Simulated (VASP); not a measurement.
A run of VASP 6.6.1:

File INCAR:

```
SYSTEM = KBr2F7
PREC = Accurate ; ENCUT = 520
EDIFF = 1E-6 ; ISMEAR = -1
SIGMA = 0.1 ; LREAL = .False.
LASPH = .True. ; NELM = 100
ALGO = Fast ; ISIF = 2
LWAVE = .False. ; LCHARG = .False.
GGA = PE ; NBANDS = 47
```

File KPOINTS:

```
Automatic mesh
0
Gamma
  3 4 3
  0.5 0 0.5
```

File POSCAR:

```
KBr2F7
1.0
    6.6313210000     -0.0341520000     -0.1032350000
   -0.0220620000      4.2015020000     -0.0404400000
   -2.9509230000     -0.0407670000      5.7728910000
K Br F
1 2 7
Direct
    0.4993950000      0.5143230000      0.0047820000
    0.1880740000      0.0079850000      0.3097500000
    0.8026160000      0.0099000000      0.6875930000
    0.5533110000      0.0054880000      0.3384380000
    0.4640090000      0.9903870000      0.6728360000
    0.1707310000      0.0084400000      0.9592900000
    0.8315660000      0.0005100000      0.0472150000
    0.2175320000      0.4844140000      0.3012890000
    0.7914750000      0.4999090000      0.7082640000
    0.9989660000      0.9071540000      0.4988920000
```

Potentials or basis: VASP PAW PBE potentials, release 64 (K_sv, Br, F).

Run with:

```bash
$ cat potpaw_PBE.64/K_sv/POTCAR potpaw_PBE.64/Br/POTCAR potpaw_PBE.64/F/POTCAR > POTCAR
$ mpirun -np 1 vasp_std > vasp.out
```

Hardware: 1 thread of Intel(R) Xeon(R) Platinum 8488C (Sapphire Rapids), with other jobs on the host.

**Question.** Estimate the wall time of this run.

**Answer.** It took 2.9 min on 1 thread of Intel(R) Xeon(R) Platinum 8488C (Sapphire Rapids), on a shared host, peak memory 0.33 GiB. Counts: scf iterations 20, k points 19.
